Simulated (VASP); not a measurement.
An input for Quantum ESPRESSO's pw.x (written as the equivalent of a VASP run, and not itself run):

```
&CONTROL
  calculation = 'vc-relax'
  pseudo_dir = './pseudo'
  outdir = './out'
  tprnfor = .true.
  tstress = .true.
  nstep = 30
  forc_conv_thr = 0.00039
/
&SYSTEM
  ibrav = 0
  nat = 3
  ntyp = 2
  ecutwfc = 76
  occupations = 'smearing'
  smearing = 'methfessel-paxton'
  degauss = 0.00735
  input_dft = 'rpbe'
/
&ELECTRONS
  conv_thr = 7.3e-09
  electron_maxstep = 100
/
&IONS
/
&CELL
  cell_dofree = 'shape'
/
ATOMIC_SPECIES
  Zr 91.224 Zr.upf
  B 10.810 B.upf
CELL_PARAMETERS angstrom
     1.5924750   -2.7582481    0.0000000
     1.5924750    2.7582481    0.0000000
     0.0000000    0.0000000    3.5649560
ATOMIC_POSITIONS crystal
  Zr   0.0000000  0.0000000  1.0000000
  B    0.3333330  0.6666670  0.5000000
  B    0.6666670  0.3333330  0.5000000
K_POINTS automatic
  11 11 9 0 0 0
```

Question: Translate this input to VASP (INCAR, KPOINTS, POSCAR, choice of POTCAR).

Answer: This is not unique; one that fits is 
**INCAR**
```
! general
SYSTEM  = ZrB2
PREC    = Accurate
ENCUT   = 520   ! plane-wave cut-off (eV)
LREAL   = .False.
LASPH   = .True.   ! aspherical one-centre terms

! electronic loop
EDIFF   = 1E-7   ! SCF stop (eV)
NELM    = 100   ! most electronic steps
ALGO    = Normal
LMAXMIX = 4   ! l cut-off of mixed one-centre charges

! smearing
ISMEAR  = 1   ! Methfessel-Paxton
SIGMA   = 0.1   ! width (eV)

! functional
GGA     = RP   ! RPBE

! ions
IBRION  = 2   ! conjugate gradients
NSW     = 30   ! most ionic steps
ISIF    = 4   ! ions and shape, fixed volume
EDIFFG  = -0.01

! output
LWAVE   = .False.
LCHARG  = .False.
```

### KPOINTS
```
Automatic mesh
0
Gamma
11 11 9
0 0 0
```

POSCAR:
```
ZrB2
1.0
  1.5924750194  -2.7582481200   0.0000000000
  1.5924750194   2.7582481200   0.0000000000
  0.0000000000   0.0000000000   3.5649560058
Zr B
1 2
Direct
  0.0000000000   0.0000000000   1.0000000000
  0.3333330000   0.6666670000   0.5000000000
  0.6666670000   0.3333330000   0.5000000000
```

POTCAR, in this order: Zr_sv B (PBE.64 set). Program: vasp_std.

The two are equivalent in intent, not identical: the potentials are each code's own (VASP's PAW set, PseudoDojo norm-conserving files in pw.x), so ENCUT and ecutwfc are chosen apart and not converted; conv_thr bounds pw.x's estimated SCF error, while EDIFF bounds the energy change between steps; forc_conv_thr acts on force components and is met together with etot_conv_thr.

The compound is ZrB2 in the AlB2 type structure. This run relaxes it. Symmetry was kept, so distortions that lower it aren't found.
